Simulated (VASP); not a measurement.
Energy against volume of PbS (rock salt). Method: r2SCAN+rVV10, VASP's PBE PAW potentials (set 64) (plane waves; VASP). Numerical set-up: 520 eV cut-off, 8×8×8 Γ-centred mesh, Gaussian smearing of 0.050 eV, potentials Pb_d S.

| V (Å³/atom) | E (eV/atom) |
|---|---|
| 24.702 | -32.53300 |
| 25.491 | -32.54841 |
| 26.279 | -32.55334 |
| 27.067 | -32.54928 |

### Question
Fit these four points and predict the energy of the run at 27.856 Å³/atom.

### Answer
A cubic in V^(−2/3), the third-order Birch-Murnaghan form, passes through the four points with V0 = 26.30 Å³/atom and B0 = 61 GPa, and gives -32.5375 eV/atom there. The run gave -32.5376 eV/atom, -0.1 meV/atom from the fit; all five points give B0 = 60 GPa.

The compound is PbS in the rock salt structure. It was relaxed first.
